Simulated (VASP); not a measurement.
Data:

```
O2Si
1.0
    4.19188     0.00000     0.00000
    0.00000     4.19188     0.00000
    0.00000     0.00000     2.68209
Si O
2 4
Direct
  0.00000   0.00000   0.00000
  0.50000   0.50000   0.50000
  0.30588   0.30588   0.00000
  0.80588   0.19412   0.50000
  0.19412   0.80588   0.50000
  0.69412   0.69412   0.00000
```

Method: PBEsol GGA, VASP's PBE PAW potentials (set 64) (plane waves; VASP). Run with 620 eV cut-off, 5×5×8 Γ-centred mesh, Gaussian smearing of 0.050 eV, potentials Si O.

Task: The ions, cell shape and volume at an external pressure of 5.0 GPa are relaxed. Give the cell that the relaxation ends in.

Result: 
```
O2Si
1.0
    4.16579     0.00000     0.00000
    0.00000     4.16579     0.00000
    0.00000     0.00000     2.67123
Si O
2 4
Direct
  0.00000   0.00000   0.00000
  0.50000   0.50000   0.50000
  0.30515   0.30515   0.00000
  0.80515   0.19485   0.50000
  0.19485   0.80515   0.50000
  0.69485   0.69485   0.00000
```
Space group P4_2/mnm (136), at a tolerance of 0.03 Å.

Task: How do energy and volume change from the first to the last step?

Result: The energy (σ→0) changes by +2.0 meV/atom and the volume by -1.6 %, in 5 ionic steps.

```json
[
 {"step": "1", "E(σ→0) (eV)": "-49.0021", "max force (eV/Å)": "0.012", "pressure (GPa)": "0.09", "volume (Å³)": "47.13"},
 {"step": "2", "E(σ→0) (eV)": "-48.9432", "max force (eV/Å)": "0.231", "pressure (GPa)": "12.01", "volume (Å³)": "45.51"},
 {"step": "3", "E(σ→0) (eV)": "-48.9911", "max force (eV/Å)": "0.104", "pressure (GPa)": "5.02", "volume (Å³)": "46.42"},
 {"step": "4", "E(σ→0) (eV)": "-48.9900", "max force (eV/Å)": "0.026", "pressure (GPa)": "5.01", "volume (Å³)": "46.35"},
 {"step": "5", "E(σ→0) (eV)": "-48.9902", "max force (eV/Å)": "0.014", "pressure (GPa)": "5.00", "volume (Å³)": "46.36"}
]
```

The compound is SiO2 in the rutile structure, stishovite, a high-pressure form. This run relaxes it under an external pressure of 5 GPa. Symmetry was kept, so distortions that lower it aren't found.
